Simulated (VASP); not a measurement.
Input:

```
AlInSb2
1.0
    2.24585     1.29664     7.29483
   -2.24585     1.29664     7.29483
    0.00000    -2.59329     7.29483
Al In Sb
1 1 2
Direct
  0.00063   0.00063   0.00063
  0.49958   0.49958   0.49958
  0.87907   0.87907   0.87907
  0.37071   0.37071   0.37071
```

Method: PBEsol GGA, VASP's PBE PAW potentials (set 64) (plane waves; VASP). Numerical set-up: 400 eV cut-off, Gaussian smearing of 0.050 eV, potentials Al In_d Sb.

Unless said otherwise, spin-orbit coupling is left out, though it shifts the bands of the heavy elements here.

Q: Estimate the band gap (along the path) with the smallest direct gap where there is one.

A: 
| Item | Result |
|---|---|
| band gap (along the path) | 0.42 eV |
| smallest direct gap (along the path) | 0.42 eV |

Only differences to runs with the same potentials and settings are physical.

The structure comes from a computed database's AlInSb2 entry (R3m); how it stands against other phases isn't given here. It was relaxed first.
